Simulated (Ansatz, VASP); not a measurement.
# Cross-check of Si3N4 (Si3N4 (P6_3/m)) between VASP and Ansatz, part 2 of 2

Wanted: the spread between two codes on one cell, functional and k mesh. The cell is taken from a series of runs on this material, whose earlier steps may have relaxed, scaled, displaced or heated it; both programs get it as it stands.

VASP 6.6.1 and Ansatz 0.2.0.

So far. Step 2 (VASP: single point, PBEsol, pair 1): The run ends at a pressure of 0.24 GPa, with forces up to 0.0077 eV/Å.

## (5) VASP: single point, PBEsol, pair 2

Level of this step: PBEsol; plane waves and PAW (Si, N) (VASP).

With cell and atoms fixed, the geometry can't cause a difference; cores, projectors, grids and the points listed under the comparison can. This pair takes another cell of the material, with 125 atoms against 14 for the pair before.

File INCAR:

```
SYSTEM = Si54N71
PREC = Accurate
ENCUT = 520
EDIFF = 1E-06
NELM = 120
ISMEAR = 0
SIGMA = 0.01
LREAL = Auto
ALGO = Normal
GGA = PS
NELECT = 570
NBANDS = 384
LORBIT = 11
LWAVE = .FALSE.
LCHARG = .FALSE.
ISIF = 2
ISYM = 0
LASPH = .TRUE.
GGA_COMPAT = .FALSE.
EFERMI = MIDGAP
NCORE = 4
```

File POSCAR:

```
Si54N71
1.0
   11.4366858739      6.6029736679      0.0000000000
  -11.4366858739      6.6029736679      0.0000000000
    0.0000000000      0.0000000000      8.7307673361
Si N
54 71
Direct
    0.0190300000      0.8064600000      0.2503900000
    0.3529900000      0.4731200000      0.2500300000
[... 9 atom lines left out ...]
    0.8588900000      0.5448600000      0.2501700000
[... 1 atom line left out ...]
    0.4538900000      0.3144400000      0.2493900000
[... 2 atom lines left out ...]
    0.6471800000      0.5280500000      0.0835600000
[... 2 atom lines left out ...]
    0.3525700000      0.4753600000      0.5835500000
    0.6876500000      0.1400000000      0.5835800000
[... 1 atom line left out ...]
    0.5455300000      0.6869100000      0.4170000000
    0.8802300000      0.3527200000      0.4168400000
[... 1 atom line left out ...]
    0.4749000000      0.1196000000      0.4169400000
    0.8070000000      0.7874500000      0.4174100000
    0.1933500000      0.2131500000      0.5835800000
[... 1 atom line left out ...]
    0.8609600000      0.5456500000      0.5835800000
[... 1 atom line left out ...]
    0.4480300000      0.3077500000      0.5835900000
[... 2 atom lines left out ...]
    0.6467100000      0.5272500000      0.4184400000
[... 2 atom lines left out ...]
    0.3529900000      0.4731200000      0.9170900000
[... 2 atom lines left out ...]
    0.5455300000      0.6869100000      0.7501200000
    0.8802100000      0.3527100000      0.7502900000
[... 1 atom line left out ...]
    0.4748900000      0.1195800000      0.7501800000
    0.8070000000      0.7874400000      0.7497300000
[... 2 atom lines left out ...]
    0.8588700000      0.5448600000      0.9170000000
[... 1 atom line left out ...]
    0.4538800000      0.3144400000      0.9177500000
[... 2 atom lines left out ...]
    0.6466800000      0.5272300000      0.7486700000
[... 2 atom lines left out ...]
    0.3335100000      0.3331700000      0.2508700000
[... 3 atom lines left out ...]
    0.6664700000      0.6672700000      0.0835200000
[... 7 atom lines left out ...]
    0.4577500000      0.2437800000      0.0835700000
[... 6 atom lines left out ...]
    0.7851100000      0.5421800000      0.0835900000
[... 1 atom line left out ...]
    0.5759500000      0.4538300000      0.2513600000
[... 1 atom line left out ...]
    0.9997000000      0.6666300000      0.5835700000
    0.3354100000      0.3359600000      0.5835600000
[... 3 atom lines left out ...]
    0.6657100000      0.6660600000      0.4191600000
    0.2138200000      0.4575200000      0.5835700000
    0.5480700000      0.1233400000      0.5835600000
    0.8797400000      0.7888000000      0.5835700000
[... 1 atom line left out ...]
    0.4252100000      0.5460000000      0.4172700000
[... 2 atom lines left out ...]
    0.4612000000      0.2460400000      0.4178500000
[... 1 atom line left out ...]
    0.2133300000      0.0925900000      0.5835800000
    0.5423200000      0.7569100000      0.5835700000
    0.8776400000      0.4235200000      0.5835700000
[... 2 atom lines left out ...]
    0.7835500000      0.5397600000      0.4192200000
[... 3 atom lines left out ...]
    0.3335000000      0.3331600000      0.9163200000
[... 3 atom lines left out ...]
    0.6657000000      0.6660500000      0.7479000000
[... 4 atom lines left out ...]
    0.4252500000      0.5459500000      0.7498500000
[... 2 atom lines left out ...]
    0.4612700000      0.2460700000      0.7493200000
[... 6 atom lines left out ...]
    0.7835700000      0.5398200000      0.7479500000
[... 1 atom line left out ...]
    0.5759600000      0.4538100000      0.9157800000
    0.9103400000      0.1198200000      0.9167200000
```

File KPOINTS:

```
Points of the shifted mesh
1
Reciprocal
 0.2500000000  0.2500000000  0.2500000000 1
```

The projector-augmented-wave data sets are Si and N (PBE family, release 64).

On the command line:

```console
$ mpirun -np 16 vasp_std
```

Numbers of over 12 decimals in the logs are rounded to 6 here.

The log of the run:

```text
[banner, memory and clock lines left out]
running   16 mpi-ranks, on    1 nodes
[...]
[... a notice as in an earlier step ...]

 LDA part: xc-table for (Slater+PW92), standard interpolation
 POSCAR, INCAR and KPOINTS ok, starting setup
[...]
entering main loop
       N       E                     dE             d eps       ncg     rms          rms(c)
DAV:   1     0.264413818161E+04    0.26441E+04   -0.28048E+05   768   0.138E+03
DAV:   2    -0.951052702010E+03   -0.35952E+04   -0.34403E+04   944   0.297E+02
DAV:   3    -0.121255451726E+04   -0.26150E+03   -0.25934E+03   936   0.817E+01
DAV:   4    -0.121832483920E+04   -0.57703E+01   -0.57470E+01   976   0.125E+01
DAV:   5    -0.121845951157E+04   -0.13467E+00   -0.13445E+00   944   0.187E+00BRMIX: very serious problems
 the old and the new charge density differ
 old charge density:   571.00000 new  570.00000
    0.860E+01
DAV:   6    -0.108089249075E+04    0.13757E+03   -0.50655E+02   888   0.305E+01    0.393E+01
DAV:   7    -0.107887364286E+04    0.20188E+01   -0.25250E+01   952   0.713E+00    0.181E+01
DAV:   8    -0.107797581703E+04    0.89783E+00   -0.18000E+00   936   0.230E+00    0.625E+00
DAV:   9    -0.107784632399E+04    0.12949E+00   -0.32472E-01   952   0.999E-01    0.947E-01
[...]
DAV:  16    -0.107786324179E+04   -0.20434E-04   -0.18242E-05   920   0.564E-03    0.395E-03
DAV:  17    -0.107786324469E+04   -0.29002E-05   -0.35827E-06   760   0.275E-03    0.191E-03
DAV:  18    -0.107786324469E+04   -0.30850E-08   -0.47557E-07   616   0.127E-03
   1 F= -.10778632E+04 E0= -.10778632E+04  d E =0.000000E+00
```

From OUTCAR (step 5):

```text
  FREE ENERGIE OF THE ION-ELECTRON SYSTEM (eV)
  ---------------------------------------------------
  free  energy   TOTEN  =     -1077.8632446914 eV

  energy  without entropy=    -1077.8632446914  energy(sigma->0) =    -1077.86324469
```

The cell is charged against a uniform background.

The run ends at a pressure of -1.41 GPa, with forces up to 0.021 eV/Å.

## (6) Ansatz: single point, PBEsol, pair 2

The same cell, functional and mesh now go to Ansatz.

The cell is taken from a series of runs on this material, whose earlier steps may have relaxed, scaled, displaced or heated it; both programs get it as it stands.

File input.yaml:

```yaml
crystal:
  checkpoint: "../qp1.relax.run"
  host: checkpoint
total_charge: 1
basis:
  ecutwfc: 500
  xc_grid: 2
hamiltonian:
  xc: pbesol
  pseudopotentials: { kind: paw, azcp: { folder: soft_1 }, xc_functional: pbe }
kpoints:
  mp_grid: { grid: [1, 1, 1], shift: [0.25, 0.25, 0.25] }
scf:
  occupations: { method: fixed }
  max_iter: 60
output:
  forces: true
  charged_corrections:
    epsilon: [4.29, 4.29, 4.37]
    static_epsilon: [8.29, 8.29, 8.24]
    defect_position: [0.576408, 0.453209, 0.583333]
  eigenvalues: true
checkpoint:
  write: "../qp1.e500.run"
  compress: false
  write_wavefunctions: false
  write_every: 100000
```

On the command line:

```console
$ ansatz run input.yaml --threads 32 --pin off --max-ram 84787MiB --backend cuda --events-out ev --progress --plain --runs-dir out --max-vram 78GiB
```

The log of the run:

```text
crystal.checkpoint: the structure is that of <dir>, a `relax` run, at its step 7: its result, under pbesol at a charge of 1 e; 125 atoms read, 0 with a starting moment; no density is read with it (checkpoint.read); crystal.structure_sha256 for this input is
[...]
device memory: the entry about to start is reckoned to put 6.4 GiB on a device that reports 172.3 GiB free (of which the cap on the GPU budget leaves the run 78.0 GiB)
[...]
E_corr1          = +0.417357  (monopole, q²α_M/2ε̄L, of the cell on which ε is isotropic)
  F Makov-Payne    = n/a  (the rows are of the electrons' constant alone; ansatz place-levels tells what screens the charge)
  no potential alignment in this run, which stands beside a crystal: run the host's input off ansatz write-host-input, and read the two finished runs by ansatz place-levels (neither reads a slab, a wire or a sheet, whose cell leaves a vacuum)
--- Band table (eV) ---
[...]
[key lines of the parts left out:]
SCF converged after 11 iterations
Free energy (F): -60590.531309 eV
Fermi energy:    7.840864 eV
```

## (7) Side by side

What differs besides the data sets and the points named for the pairs above, as far as they apply: the cutoff is 500 eV in Ansatz and 520 eV in VASP (PREC = Accurate, projectors in real space). Total energies have different zeros and are not compared.

The two programs side by side:

```csv
quantity,Ansatz,VASP,difference
gap on the k mesh (eV),2.516,2.493,+0.023
```

At this near-relaxed geometry the largest component of a force difference is 20 meV/Å. A gap on the mesh is an upper bound, since the band edges may lie between its points. The cell carries a charge of +1 e against a uniform background, so its pressure also hangs on how the neutralising background is counted, and in a defect's cell a gap may be the spacing between its levels.

## (8) Ansatz: single point, PBEsol, pair 3

With cell and atoms fixed, the geometry can't cause a difference; cores, projectors, grids and the points listed under the comparison can.

The cell is taken from a series of runs on this material, whose earlier steps may have relaxed, scaled, displaced or heated it; both programs get it as it stands.

input.yaml, the sections that differ from step 6:

```yaml
crystal:
  checkpoint: "../q0_M1.relax.run"
  host: checkpoint
basis:
  ecutwfc: 420
  xc_grid: 2
magnetization:
  spin_polarized: true
  initial_magnetization: 1
  spin_locking: { lock_magnetization: hard }
checkpoint:
  write: "../q0_M1.e420.run"
  compress: false
  write_wavefunctions: false
  write_every: 100000
# hamiltonian, kpoints, scf, output: as in step 6
# total_charge: removed
```

The log of the run:

```text
[...]
GPU FFT provider: cuFFT
GPU libraries: cuBLAS 13.8.1, cuFFT 12.4.0, cuSOLVER 12.3.2
[...]
Crystal: 125 atoms, lattice volume = 1318.628 Å³
Basis set: ecut = 420 eV, 25805 PW (Γ), exchange–correlation on 180×180×120 points (8 copies of the dense FFT grid, shifted against one another)
[...]
atom   1  Si     0.00261153    -0.00319108    -0.00108845
  atom   2  Si     0.00135352     0.00066026    -0.00137699
  atom   3  Si     0.00323772     0.00085449    -0.00125401
  atom   4  Si    -0.00057525     0.00025598    -0.00042999
  atom   5  Si     0.00067627     0.00010404    -0.00364160
  atom   6  Si     0.00060148     0.00101890     0.00158498
  [... 119 more lines of this table ...]
  max |Σ_I F_I| component: 1.68e-5 eV/Å
--- Band table (eV) ---
[...]
[key lines of the parts left out:]
SCF converged after 11 iterations
Magnetization: 1.0000 μB (286.0000 up, 285.0000 down)
Free energy (F): -60580.455044 eV
Fermi energy:    9.563574 (↑ 9.563574, ↓ 7.829160) eV
```

## (9) VASP: single point, PBEsol, pair 3

The same cell, functional and mesh now go to VASP, with its own data sets.

File INCAR:

```
SYSTEM = Si54N71
PREC = Accurate
ENCUT = 520
EDIFF = 1E-06
NELM = 200
ISMEAR = 0
SIGMA = 0.01
LREAL = Auto
ALGO = Normal
GGA = PS
NBANDS = 384
ISPIN = 2
MAGMOM = 0 0 0 0 0 0 0 0 0 -0 0 0 0 0 0 0 0.01 0 0 0 -0 -0 0 0 -0 -0 0 0 0 0 0 0.02 0 0 0.08 0 -0 0 0 0 0 -0 0 0 -0 0 0 0 -0 0 0 0 0.02 0 0 0 0 0 0 0 0 -0 0 0 -0 0 0 -0 0 0 0 0 0 0 0 0 0.02 0 0 0.01 0 -0 -0 0.04 -0 -0 0 0 0 -0 0 -0 0 -0 0 0 0 0 0.03 0 0 -0 -0 0 0 0 -0 0 0 0 0 0 -0 0 0.04 -0 0 0 0 -0 0 0 0 0.03 -0
LORBIT = 11
LWAVE = .FALSE.
LCHARG = .FALSE.
ISIF = 2
ISYM = 0
NUPDOWN = 1
LASPH = .TRUE.
GGA_COMPAT = .FALSE.
NCORE = 4
```

File POSCAR:

```
Si54N71
1.0
   11.4366858739      6.6029736679      0.0000000000
  -11.4366858739      6.6029736679      0.0000000000
    0.0000000000      0.0000000000      8.7307673361
Si N
54 71
Direct
    0.0199200000      0.8070400000      0.2483000000
    0.3537900000      0.4738800000      0.2504700000
[... 9 atom lines left out ...]
    0.8610800000      0.5463600000      0.2462000000
[... 1 atom line left out ...]
    0.4575900000      0.3181400000      0.2581900000
[... 2 atom lines left out ...]
    0.6478800000      0.5285700000      0.0813900000
[... 2 atom lines left out ...]
    0.3526300000      0.4750400000      0.5834400000
    0.6867500000      0.1400500000      0.5853000000
[... 1 atom line left out ...]
    0.5467400000      0.6882300000      0.4151600000
    0.8802200000      0.3529200000      0.4159000000
[... 1 atom line left out ...]
    0.4760300000      0.1258900000      0.4232600000
    0.8082400000      0.7898000000      0.4139800000
    0.1974300000      0.2156800000      0.5839400000
[... 1 atom line left out ...]
    0.8588400000      0.5452300000      0.5807700000
[... 1 atom line left out ...]
    0.4637800000      0.3252400000      0.6022300000
[... 2 atom lines left out ...]
    0.6504000000      0.5319300000      0.4144100000
[... 2 atom lines left out ...]
    0.3528600000      0.4729800000      0.9174200000
[... 2 atom lines left out ...]
    0.5455300000      0.6856900000      0.7484800000
    0.8798900000      0.3527500000      0.7492300000
[... 1 atom line left out ...]
    0.4726900000      0.1184700000      0.7554400000
    0.8022100000      0.7810900000      0.7467400000
[... 2 atom lines left out ...]
    0.8557200000      0.5439200000      0.9115600000
[... 1 atom line left out ...]
    0.4534100000      0.3130500000      0.9253700000
[... 2 atom lines left out ...]
    0.6324500000      0.5121500000      0.7394200000
[... 2 atom lines left out ...]
    0.3348400000      0.3342700000      0.2537000000
[... 3 atom lines left out ...]
    0.6668800000      0.6681100000      0.0799200000
[... 7 atom lines left out ...]
    0.4565000000      0.2431300000      0.0927100000
[... 6 atom lines left out ...]
    0.7865000000      0.5436800000      0.0807900000
[... 1 atom line left out ...]
    0.5779300000      0.4572700000      0.2482200000
[... 1 atom line left out ...]
    0.9989200000      0.6662200000      0.5826700000
    0.3383500000      0.3375600000      0.5862900000
[... 3 atom lines left out ...]
    0.6682700000      0.6713300000      0.4097100000
    0.2135700000      0.4574800000      0.5823500000
    0.5475200000      0.1235100000      0.5888000000
    0.8789900000      0.7884300000      0.5811100000
[... 1 atom line left out ...]
    0.4253700000      0.5477700000      0.4173300000
[... 2 atom lines left out ...]
    0.4689000000      0.2555800000      0.4303900000
[... 1 atom line left out ...]
    0.2110100000      0.0914200000      0.5837900000
    0.5427900000      0.7573400000      0.5825100000
    0.8776800000      0.4236700000      0.5822100000
[... 2 atom lines left out ...]
    0.7880700000      0.5439500000      0.4129500000
[... 3 atom lines left out ...]
    0.3333900000      0.3332400000      0.9201500000
[... 3 atom lines left out ...]
    0.6612500000      0.6586900000      0.7418300000
[... 4 atom lines left out ...]
    0.4229100000      0.5467100000      0.7502200000
[... 2 atom lines left out ...]
    0.4549300000      0.2399300000      0.7598000000
[... 6 atom lines left out ...]
    0.7777700000      0.5352100000      0.7432200000
[... 1 atom line left out ...]
    0.5751100000      0.4516700000      0.9204200000
    0.9109200000      0.1191600000      0.9157600000
```

KPOINTS is that of step 5.

On the command line:

```console
$ mpirun -np 16 vasp_std
```

The log of the run:

```text
[... set-up lines as in an earlier step ...]
 entering main loop
       N       E                     dE             d eps       ncg     rms          rms(c)
DAV:   1     0.264270555117E+04    0.26427E+04   -0.28060E+05  1544   0.138E+03
DAV:   2    -0.945087751467E+03   -0.35878E+04   -0.34383E+04  1880   0.297E+02
DAV:   3    -0.120389730623E+04   -0.25881E+03   -0.25668E+03  1872   0.812E+01
DAV:   4    -0.120957745169E+04   -0.56801E+01   -0.56552E+01  1936   0.123E+01
[...]
DAV:  16    -0.106947439937E+04   -0.29959E-04   -0.24208E-05  1760   0.687E-03    0.552E-03
DAV:  17    -0.106947440416E+04   -0.47991E-05   -0.57754E-06  1608   0.351E-03    0.282E-03
DAV:  18    -0.106947440452E+04   -0.35508E-06   -0.67652E-07  1232   0.145E-03
   1 F= -.10694744E+04 E0= -.10694744E+04  d E =-.621916E-48  mag=     1.0000
```

From OUTCAR (step 9):

```text
 magnetization (x)
# of ion       s       p       d       tot
------------------------------------------
    1        0.000   0.000   0.000   0.000
    2       -0.000   0.000   0.000   0.000
    3       -0.000   0.000   0.000   0.000
    4        0.000   0.000   0.000   0.000
    5        0.000   0.000   0.000   0.000
    6        0.000   0.000   0.000   0.000
[...]
123       -0.000   0.000   0.000   0.000
  124        0.006   0.023   0.000   0.029
  125        0.000  -0.000   0.000  -0.000
--------------------------------------------------
tot          0.137   0.361   0.000   0.498
```

The run ends at a pressure of -0.22 GPa, with forces up to 0.021 eV/Å.

## (10) Differences

What differs besides the data sets and the points named for the pairs above, as far as they apply: VASP starts from the moments at which Ansatz ended; the cutoff is 420 eV in Ansatz and 520 eV in VASP (PREC = Accurate, projectors in real space); site moments are counted in spheres of each program's own size. Total energies have different zeros and are not compared.

The two programs side by side:

```csv
quantity,Ansatz,VASP,difference
"total moment, fixed by the input (μB)",1.00,1.00,0.00
moment on Si35 (μB),0.09,0.20,-0.11
```

At this near-relaxed geometry the largest component of a force difference is 12 meV/Å. The two runs ended with unlike total or site moments, perhaps in different magnetic states; the other differences may follow from that, so they don't measure the programs' precision.

## (11) Results

| Quantity | Value |
| --- | --- |
| difference in gap on the k mesh (single point, PBEsol, pair 1) | 0.0086 eV |
| difference in gap on the k mesh (single point, PBEsol, pair 2) | 0.023 eV |
| difference in moment on Si35 (single point, PBEsol, pair 3) | -0.11 μB |

What this shows: The difference in gap on the k mesh is 0.023 eV (single point, PBEsol, pair 2), within the 0.08 eV picked in this series as the mark of a large difference. The runs of the single point, PBEsol, pair 3 pair ended with unlike moments, so it says little about numerical agreement. What causes the difference of the single point, PBEsol, pair 3 pair stays open here. How closely two codes agree says nothing of how well the functional describes the real material.

[Lines on the potential files, build, host, timing and source positions are cut from VASP's logs without a mark.]

[Logs are printed without paths, hosts, clocks, repeated set-up lines and the standing remarks that a program may print on its own settings, such as how far it seeks lower states.]

[Hosts, paths, dates, database ids (printed as entryN), source tags and the programs' standing remarks are cut or masked in the printed files.]
